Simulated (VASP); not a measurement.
Energy against volume of Cu2O (cuprite). Calculation: PBEsol GGA, VASP's PBE PAW potentials (set 64) (plane waves; VASP 6.6.1). Numerical set-up: 520 eV cut-off, 5×5×5 Γ-centred mesh, Gaussian smearing of 0.050 eV, potentials Cu O.

```json
[
 {"V (Å³/atom)": "11.891", "E (eV/atom)": "-4.97299"},
 {"V (Å³/atom)": "12.270", "E (eV/atom)": "-4.98895"},
 {"V (Å³/atom)": "12.650", "E (eV/atom)": "-4.99389"},
 {"V (Å³/atom)": "13.029", "E (eV/atom)": "-4.98958"}
]
```

### Question
Fit these four points and predict the energy of the run at 13.409 Å³/atom.

### Answer
A cubic in V^(−2/3), the third-order Birch-Murnaghan form, passes through the four points with V0 = 12.65 Å³/atom and B0 = 130 GPa, and gives -4.9775 eV/atom there. The run gave -4.9775 eV/atom, +0.0 meV/atom from the fit; all five points give B0 = 130 GPa.

The compound is Cu2O in the cuprite structure. It was relaxed first.
